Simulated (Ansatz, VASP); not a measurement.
**HfRu3 in VASP and in Ansatz**

File INCAR:

```
SYSTEM = HfRu3
PREC = Accurate ; ENCUT = 520
EDIFF = 1E-7 ; ISMEAR = -1
SIGMA = 0.05 ; LREAL = .False.
LASPH = .True. ; NELM = 100
ALGO = Normal ; ISIF = 2
LWAVE = .False. ; LCHARG = .False.
GGA = PE ; NBANDS = 34
```

File KPOINTS:

```
regular mesh
0
Gamma
  7 7 7
  0 0 0
```

POSCAR

```
HfRu3
1.0
    4.0078286143      0.0000000000      0.0000000000
    0.0000000000      4.0078286143      0.0000000000
    0.0000000000      0.0000000000      4.0078286143
Hf Ru
1 3
Direct
    0.0000000000      0.0000000000      0.0000000000
    0.0000000000      0.5000000000      0.5000000000
    0.5000000000      0.0000000000      0.5000000000
    0.5000000000      0.5000000000      0.0000000000
```

Contents of input.yaml:

```yaml
crystal:
  lattice:
    - [4.0078286143, 0.0, 0.0]
    - [0.0, 4.0078286143, 0.0]
    - [0.0, 0.0, 4.0078286143]
  atoms:
    - { symbol: Hf, position: [0.0, 0.0, 0.0] }
    - { symbol: Ru, position: [0.0, 0.5, 0.5] }
    - { symbol: Ru, position: [0.5, 0.0, 0.5] }
    - { symbol: Ru, position: [0.5, 0.5, 0.0] }
hamiltonian:
  xc: pbe
  pseudopotentials: { kind: paw }
kpoints:
  mp_grid: { grid: [7, 7, 7] }
scf:
  occupations: { method: fermi_dirac, width: 0.05 }
output:
  forces: true
  stress: true
  eigenvalues: true
  write_density: true
  write_potential: true
  elf: true
  volumetric_format: npy
```

Change from the starting cell: volume scaled by 1.04.

Alike in both runs: task single point; functional PBE; k mesh 7 × 7 × 7; occupations fermi-dirac, width 0.05 eV; no spin polarisation.

```csv
,VASP,Ansatz
version,VASP 6.6.1,Ansatz 0.2.0
potentials or method,"VASP PAW PBE potentials, release 64 (Hf_pv, Ru_pv)",Ansatz PAW
plane-wave cutoff (eV),520,420
valence electrons in the cell,52,74
```

|  | VASP | Ansatz | Ansatz less VASP |
| --- | --- | --- | --- |
| gap on the k mesh at the Fermi level (eV) | none | none | - |
| pressure (GPa) | -10.0 | -9.2 | +0.76 |

A gap of «none» marks a metal or a gap that the smearing closes. The two sets of potentials don't hold the same shells in valence.

Spin-orbit coupling is left out, which matters for the levels of Hf.
